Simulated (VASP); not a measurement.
A convergence study with VASP on NiSi$_{2}$ (fluorite): one setting is varied, all else stays as given below, so the limit is that of these other settings. Each run relaxes cell and ions; the cell shown is the tightest run's result. The basis is that of the starting cell, so low cut-offs carry a Pulay error.

```xyz
3
Lattice="0.0000 2.7228 2.7228 2.7228 0.0000 2.7228 2.7228 2.7228 0.0000" Properties=species:S:1:pos:R:3 pbc="T T T"
Si     1.3614     1.3614     1.3614
Si     4.0841     4.0841     4.0841
Ni     0.0000     0.0000     0.0000
```

Level of theory: PBE GGA, VASP's PBE PAW potentials (set 64) (plane waves; VASP). The tightest run used: 700 eV cut-off, 8×8×8 Γ-centred mesh, first-order Methfessel-Paxton smearing of 0.10 eV, potentials Si Ni.

The reference is ENCUT = 700, which took about 40 core-seconds. The timings are rough (shared machines, no repeats); factors under 2 mean little.

Question: Of the settings ENCUT = 200; ENCUT = 250; ENCUT = 300; ENCUT = 350; ENCUT = 400; ENCUT = 450; ENCUT = 500; ENCUT = 550; ENCUT = 600; ENCUT = 650; ENCUT = 700, which is the lowest that keeps the difference from the reference in relaxed volume (Å³/atom) within 0.1 from there on, and what does it cost?

Answer: ENCUT = 300; its cost over the reference is about 1/4.
```
setting      difference in relaxed volume (Å³/atom)  cost over the reference
-----------  --------------------------------------  -----------------------
ENCUT = 200                                   1.474     within a factor of 2
ENCUT = 250                                   0.357                about 1/3
ENCUT = 300                                   0.030                about 1/4
ENCUT = 350                                   0.018                about 1/2
ENCUT = 400                                   0.017     within a factor of 2
ENCUT = 450                                   0.005     within a factor of 2
ENCUT = 500                                   0.000     within a factor of 2
ENCUT = 550                                   0.000     within a factor of 2
ENCUT = 600                                   0.002     within a factor of 2
ENCUT = 650                                   0.001     within a factor of 2
ENCUT = 700                                   0.000                reference
```

Left out are rungs that failed or repeat a setting and relaxations that didn't move; long series are thinned to 24 rows.

The compound is NiSi2 in the fluorite structure. The run is not spin-polarised, so no magnetic state was tried.
